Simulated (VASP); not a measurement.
Runs of VASP 6.6.1 on HfH. Symmetry: P6_3/mmc, No. 194, hexagonal system. The conventional cell has a = 3.206 Å, b = 3.206 Å, c = 5.328 Å, α = 90.00°, β = 90.00°, γ = 120.00°. Hf (site symmetry -6m2) is surrounded by 6 H at 2.28 Å. H (site symmetry -3m) has 6 Hf at 2.28 Å as nearest neighbours. The cell was built by a generator and needn't be a form met in nature.

```tsv
task	level	potentials or basis	spin	U	cell	k mesh	cutoff (eV)	smearing	optimiser	gap on the mesh (eV)	pressure (GPa)	relaxed volume (Å³/atom)
relaxation of cell and atoms	LDA+U	VASP PAW LDA potentials, release 64 (Hf_sv_GW, H_GW)	SOC, no magnetisation	Hf d U = 3 eV	relaxed	7 × 7 × 4	630	gaussian 0.05 eV	BFGS	-	0.0	11.75
single point	PBE	VASP PAW PBE potentials, release 64 (Hf_pv, H)	off	-	as given	10 × 10 × 5	520	fermi-dirac 0.05 eV	-	none	(a)	-
relaxation of cell and atoms	PBE	VASP PAW PBE potentials, release 64 (Hf_pv, H)	off	-	relaxed	10 × 10 × 5	600	gaussian 0.05 eV	-	none	0.0	11.81
relaxation of the atoms	PBEsol	VASP PAW PBE potentials, release 64 (Hf_pv, H)	off	-	atoms relaxed	10 × 10 × 5	520	gaussian 0.05 eV	-	none	-5.2	-
```

**Question.** Estimate the missing entries.

**Answer.** (a) -0.6.

Caveats: the U is typed as a test and isn't derived for this compound (some runs); the relaxation stopped at its first step, so nothing moved (some runs); the PAW data sets were made with another functional, which shifts forces and pressure a little (some runs).

A k mesh can miss the band edges, and rows without SOC leave out spin-orbit coupling on Hf.

A gap of «none» marks a metal or a gap under the smearing width.

The runs don't all hold the same shells in valence.
